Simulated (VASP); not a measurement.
```xyz
4
Lattice="4.1453 2.0727 2.0727 2.0727 4.1453 2.0727 2.0727 2.0727 4.1453" Properties=species:S:1:pos:R:3 pbc="T T T"
Ni     0.0000     0.0000     0.0000
Ni     4.1453     4.1453     4.1453
O      2.0727     2.0727     2.0727
O      6.2180     6.2180     6.2180
```
Starting moments (μB, in the order of the record's atoms Ni Ni O O): 2.0 -2.0 0.0 0.0.

Calculation: LDA (Ceperley-Alder, Perdew-Zunger), VASP's LDA PAW potentials (set 64) (plane waves; VASP). Settings: 400 eV cut-off, 6×6×6 Γ-centred mesh, Fermi-Dirac smearing of 0.010 eV, potentials Ni O.

At this cut-off the stress carries a Pulay error, which pulls relaxed volumes low. Energy and stress use the plane-wave basis of the starting cell.

Q: The ions, cell shape and volume are relaxed. Give the cell that the relaxation ends in.

A: 
```xyz
4
Lattice="4.0267 1.9993 1.9993 1.9993 4.0267 1.9993 1.9993 1.9993 4.0267" Properties=species:S:1:pos:R:3 pbc="T T T"
Ni     1.9993     1.9993     4.0267
Ni     4.0127     4.0127     4.0127
O      2.0063     2.0063     2.0063
O      6.0190     6.0190     6.0190
```
Space group R-3m (166), at a tolerance of 0.03 Å. The cell ends with 0.00 μB, on the sites 1.05 -1.05 0.00 0.00 μB.

Q: How do energy and volume change from the first to the last step?

A: The energy (σ→0) changes by -42.9 meV/atom and the volume by -7.4 %, in 11 ionic steps.

The structure is a typed NiO crystal (Fm-3m). This run relaxes it. It ends in space group R-3m. Symmetry was kept, so distortions that lower it aren't found. The k-mesh is coarse (spacing up to 0.43 per Å, 2π included), so the numbers may not be converged in it. The run is one of a series of settings (EDIFFG = -0.01, IBRION = 2, ISIF = 3, NSW = 50 against the base run), some of them coarse on purpose.
